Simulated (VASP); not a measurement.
Calculation: PBEsol GGA, VASP's PBE PAW potentials (set 64) (plane waves; VASP 6.6.1).

The input files of a VASP run:

### POSCAR
```
WC
1
    1.4273304427    -2.4722089245    -0.0000000000
    1.4273304427     2.4722089245    -0.0000000000
    0.0000000000     0.0000000000     2.7961678570
W C
1 1
Direct
  0.0000000000   0.0000000000   0.0000000000
  0.3333330000   0.6666670000   0.5000000000
```

**KPOINTS**
```
Automatic mesh
0
G
 14 14 12
```

### INCAR
```
# general
SYSTEM =WC
PREC   =Accurate
ENCUT  =600
LREAL  =.FALSE.   # projection in real space or not
LASPH  =.TRUE.

# electronic loop
EDIFF  =1E-7   # SCF stop (eV)
NELM   =100   # most electronic steps
ALGO   =Normal
LMAXMIX=6   # l cut-off of mixed one-centre charges

# smearing
ISMEAR =1
SIGMA  =0.1

# functional
GGA    =PS

# ions
IBRION =2   # conjugate gradients
NSW    =40
ISIF   =3
EDIFFG =-0.01   # ionic stop
PSTRESS=200   # kbar

# output
LWAVE  =.FALSE.
LCHARG =.FALSE.
```

POTCAR, in this order: W_sv C (PBE.64 set). Program: vasp_std.

Output of the run:

**OSZICAR**
```
       N       E                     dE             d eps       ncg     rms          rms(c)
DAV:   1     0.118123886396E+03    0.11812E+03   -0.10723E+04  4368   0.171E+03
DAV:   2    -0.224245157547E+02   -0.14055E+03   -0.13702E+03  4943   0.410E+02
DAV:   3    -0.267022796636E+02   -0.42778E+01   -0.42391E+01  5327   0.645E+01
DAV:   4    -0.267399175166E+02   -0.37638E-01   -0.37621E-01  4768   0.652E+00
DAV:   5    -0.267402134745E+02   -0.29596E-03   -0.29564E-03  5203   0.590E-01    0.366E+01
DAV:   6    -0.239392440339E+02    0.28010E+01   -0.82867E+00  4938   0.306E+01    0.108E+01
DAV:   7    -0.238768131286E+02    0.62431E-01   -0.32841E-01  4583   0.528E+00    0.689E+00
DAV:   8    -0.238466129366E+02    0.30200E-01   -0.56552E-02  4833   0.208E+00    0.824E-01
DAV:   9    -0.238456117911E+02    0.10011E-02   -0.36610E-03  4623   0.434E-01    0.132E-01
DAV:  10    -0.238455108809E+02    0.10091E-03   -0.25200E-04  4953   0.222E-01    0.593E-02
DAV:  11    -0.238455089111E+02    0.19698E-05   -0.21716E-05  4848   0.437E-02    0.926E-03
DAV:  12    -0.238455080413E+02    0.86979E-06   -0.34706E-06  4763   0.168E-02    0.268E-03
DAV:  13    -0.238455080819E+02   -0.40577E-07   -0.77688E-08  2649   0.323E-03
   1 F= -.21382179E+02 E0= -.21382162E+02  d E =-.213822E+02
```

**OUTCAR**
```
------------------------ aborting loop because EDIFF is reached ----------------------------------------
  FORCE on cell =-STRESS in cart. coord.  units (eV):
  Direction    XX          YY          ZZ          XY          YZ          ZX
  --------------------------------------------------------------------------------------
  Total        2.4660901      2.4660903      2.4642370      0.0000000      0.0000000      0.0000000
  in kB      200.2242125    200.2242252    200.0737568      0.0000000      0.0000000      0.0000000
  external PRESSURE =       0.1740648 kB  Pullay stress =     200.0000000 kB
  volume of cell :       19.73
      direct lattice vectors                 reciprocal lattice vectors
     1.427330443 -2.472208924  0.000000000     0.350304306 -0.202248279  0.000000000
     1.427330443  2.472208924  0.000000000     0.350304306  0.202248279  0.000000000
     0.000000000  0.000000000  2.796167857     0.000000000  0.000000000  0.357632321
 POSITION                                       TOTAL-FORCE (eV/Angst)
 -----------------------------------------------------------------------------------
      0.00000      0.00000      0.00000        -0.000000      0.000000      0.000000
      1.42733      0.82407      1.39808         0.000000     -0.000000      0.000000
 -----------------------------------------------------------------------------------
    total drift:                                0.000000     -0.000370      0.000000
  FREE ENERGIE OF THE ION-ELECTRON SYSTEM (eV)
  ---------------------------------------------------
  free  energy   TOTEN  =       -23.8455080819 eV

  energy  without entropy=      -23.8454560554  energy(sigma->0) =      -23.84549074
  enthalpy is  TOTEN    =       -21.3821794969 eV   P V=        2.4633285850

 reached required accuracy - stopping structural energy minimisation
```
(Selected blocks of OUTCAR.)

The compound is WC in the wc structure. It was relaxed first under an external pressure of 20 GPa.
